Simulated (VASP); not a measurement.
A convergence study with VASP on TiAl₃ (space group I4/mmm): one setting is varied, all else stays as given below, so the limit is that of these other settings. Each run relaxes cell and ions from the cell shown. The basis is that of the starting cell, so low cut-offs carry a Pulay error.

```
Al3Ti
1.0
   -1.91111     1.91111     4.28067
    1.91111    -1.91111     4.28067
    1.91111     1.91111    -4.28067
Ti Al
1 3
Direct
  0.00000   0.00000   0.00000
  0.50000   0.50000   0.00000
  0.75000   0.25000   0.50000
  0.25000   0.75000   0.50000
```

Computed with PBE GGA, VASP's PBE PAW potentials (set 64) (plane waves; VASP). The tightest run used: 700 eV cut-off, 10×10×10 Γ-centred mesh, first-order Methfessel-Paxton smearing of 0.10 eV, potentials Ti_sv Al.

### Question
The settings run are ENCUT = 150; ENCUT = 200; ENCUT = 250; ENCUT = 300; ENCUT = 350; ENCUT = 400; ENCUT = 450; ENCUT = 500; ENCUT = 550; ENCUT = 600; ENCUT = 650; ENCUT = 700. From which on does the relaxed volume stay within 0.1 Å³/atom of the tightest run?

### Answer
From ENCUT = 300 on: it is off by 0.020 there and by no more than 0.1 in any finer run, while ENCUT = 250 is off by 0.182.
```tsv
setting	relaxed volume (Å³/atom)	E (eV/atom)	plane waves	difference judged (Å³/atom)
ENCUT = 150	12.789	-5.5703	270	3.141
ENCUT = 200	14.828	-5.1599	413	1.102
ENCUT = 250	15.747	-5.1544	572	0.182
ENCUT = 300	15.910	-5.1605	756	0.020
ENCUT = 350	15.901	-5.1621	940	0.028
ENCUT = 400	15.906	-5.1640	1161	0.024
ENCUT = 450	15.920	-5.1651	1375	0.010
ENCUT = 500	15.928	-5.1654	1606	0.002
ENCUT = 550	15.929	-5.1655	1865	0.000
ENCUT = 600	15.929	-5.1656	2122	0.001
ENCUT = 650	15.929	-5.1657	2393	0.001
ENCUT = 700	15.929	-5.1658	2658	0.000
```

Left out are rungs that failed or repeat a setting and relaxations that didn't move; long series are thinned to 24 rows.

The structure comes from a computed database's TiAl3 entry (I4/mmm); how it stands against other phases isn't given here. The electron count is odd and the run is not spin-polarised, which forces a metal.
